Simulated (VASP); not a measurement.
Data:

```
CELL_PARAMETERS angstrom
      0.00000     2.15197     2.15197
      2.15197     0.00000     2.15197
      2.15197     2.15197     0.00000
ATOMIC_POSITIONS crystal
  Mg 0.00000 0.00000 0.00000
  O  0.50000 0.50000 0.50000
```

All values below come from optB86b-vdW, VASP's PBE PAW potentials (set 64) (plane waves; VASP). Settings: 520 eV cut-off, 11×11×11 Γ-centred mesh, Gaussian smearing of 0.050 eV, potentials Mg O.

Predict the energy per atom (σ→0), pressure, band gap (on the k-mesh) with the smallest direct gap where there is one.

```yaml
band gap (on the k-mesh): 4.25 eV
smallest direct gap (on the k-mesh): 4.25 eV
energy per atom (σ→0): -4.586 eV/atom
pressure: -82.6 kbar
```

The compound is MgO in the rock salt structure. This cell is one point of a volume scan, at 1.06 of the reference volume.
